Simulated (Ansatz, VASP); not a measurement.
Two plane-wave programs on GaGe

```xyz
2
Lattice="0.0000 2.8109 2.9848 2.8109 0.0000 2.9848 2.8109 2.8109 0.0000" Properties=species:S:1:pos:R:3 pbc="T T T"
Ga    4.2164    4.2164    4.4772
Ge    0.0000    0.0000    0.0000
```

Change from the starting cell: strain -0.030 along x and y, +0.030 along z, atoms carried along.

Alike in both runs: task single point; functional LDA; k mesh 14 × 14 × 14; occupations gaussian, width 0.15 eV; no spin polarisation.

```csv
,VASP,Ansatz
version,VASP 6.6.1,Ansatz 0.2.0
potentials or method,"VASP PAW LDA potentials, release 64 (Ga_d, Ge_d)","scalar-relativistic, plane waves, PAW"
plane-wave cutoff (eV),520,420
valence electrons in the cell,27,27
```

|  | VASP | Ansatz | Ansatz less VASP |
| --- | --- | --- | --- |
| gap on the k mesh at the Fermi level (eV) | none | none | - |
| pressure (GPa) | -2.8 | -2.9 | -0.10 |
| largest component of the traceless stress (GPa) | 0.12 | 0.11 | -0.012 |

A gap of «none» marks a metal or a gap that the smearing closes.
